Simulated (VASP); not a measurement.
VASP input:

POSCAR:
```
NiSi2
5.506840
  0.0000000000   0.5000000000   0.5000000000
  0.5000000000   0.0000000000   0.5000000000
  0.5000000000   0.5000000000   0.0000000000
Si Ni
2 1
Direct
  0.2500000000   0.2500000000   0.2500000000
  0.7500000000   0.7500000000   0.7500000000
  0.0000000000   0.0000000000   0.0000000000
```

KPOINTS:
```
Automatic mesh
0
Gamma
14 14 14
0 0 0
```

### INCAR
```
SYSTEM  =  NiSi2
PREC  =  Accurate; ENCUT  =  300; LREAL  =  F
LASPH  =  T
EDIFF  =  1E-6; NELM  =  100; ALGO  =  Normal
LMAXMIX  =  4
ISMEAR  =  0; SIGMA  =  0.1
GGA  =  PE
ISIF  =  2
LWAVE  =  F; LCHARG  =  F
```

POTCAR, in this order: Si Ni (PBE.64 set). Program: vasp_std.

Translate this PBE calculation to Ansatz.

One equivalent input (not run):
Ansatz 0.2 input:
```yaml
crystal:
  lattice:
    - [0.0000000, 2.7534200, 2.7534200]
    - [2.7534200, 0.0000000, 2.7534200]
    - [2.7534200, 2.7534200, 0.0000000]
  atoms:
    - { symbol: Si, position: [0.2500000, 0.2500000, 0.2500000] }
    - { symbol: Si, position: [0.7500000, 0.7500000, 0.7500000] }
    - { symbol: Ni, position: [0.0000000, 0.0000000, 0.0000000] }
kpoints:
  mp_grid: { grid: [14, 14, 14] }
hamiltonian:
  xc: pbe
  pseudopotentials: { kind: paw }
scf:
  occupations: { method: gaussian, width: 0.1 }
  max_iter: 100
output: { forces: true, stress: true, eigenvalues: true }
```
The two are equivalent in intent, not identical: each code has its own PAW files, so the cut-off isn't converted (ENCUT is set for VASP's; basis.ecutwfc is left out, and Ansatz then takes the one that its files recommend); Ansatz stops its SCF on the density residual and VASP on the energy change (EDIFF).

The structure is a typed NiSi2 crystal. The cell was not relaxed at this level.
